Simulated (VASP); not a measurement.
WSe2:

```xyz
6
Lattice="3.2900 0.0000 0.0000 -1.6450 2.8492 0.0000 0.0000 0.0000 12.9700" Properties=species:S:1:pos:R:3 pbc="T T T"
W     0.0000    1.8995    3.2425
W     1.6450    0.9497    9.7275
Se    0.0000    1.8995    8.0544
Se    1.6450    0.9497    1.5694
Se    0.0000    1.8995   11.4006
Se    1.6450    0.9497    4.9156
```

| Item | Value |
| --- | --- |
| Program | VASP 6.6.1 |
| Task | relaxation of cell and atoms |
| Functional | r2SCAN |
| Potentials or basis | VASP PAW PBE potentials, release 64 (W_sv, Se) |
| Cutoff | 600 eV |
| k mesh | 9 × 9 × 2 |
| Occupations | gaussian, width 0.03 eV |
| Spin | no spin polarisation |

At the start: pressure 2.0 GPa; volume 20.26 Å³/atom.

Problem. Where does the relaxation end?

Solution. Over 13 steps the energy falls by 9.9 meV/atom and the volume is 21.84 Å³/atom (+7.8 %); space group P6_3/mmc (No. 194, to 0.05 Å).

Step by step:
```
step  energy change (eV)  largest force (eV/Å)  pressure (GPa)  volume (Å³)
   1              0.0000                0.1129            2.03       121.58
   2              0.0017                0.5494           -2.60       126.16
   3             -0.0146                0.3294           -0.30       123.78
   4             -0.0266                0.0973            0.05       124.72
   5             -0.0269                0.0609            0.12       124.87
   6             -0.0367                0.0487            0.11       125.63
   7             -0.0544                0.0116            0.16       127.90
   8             -0.0540                0.0744            0.71       132.37
   9             -0.0584                0.0522            0.50       130.46
  10             -0.0372                0.3600           -2.51       134.04
  11             -0.0591                0.0110            0.03       130.99
  12             -0.0591                0.0281            0.00       131.14
  13             -0.0592                0.0084            0.01       131.07
```

Final structure:
```
CELL_PARAMETERS angstrom
3.31749 0.00000 0.00000
-1.65874 2.87303 0.00000
0.00000 0.00000 13.75115
ATOMIC_POSITIONS crystal
W 0.33333 0.66667 0.25000
W 0.66667 0.33333 0.75000
Se 0.33333 0.66667 0.62907
Se 0.66667 0.33333 0.12907
Se 0.33333 0.66667 0.87093
Se 0.66667 0.33333 0.37093
```

Caveat: the PAW data sets were made with another functional, which shifts forces and pressure a little.
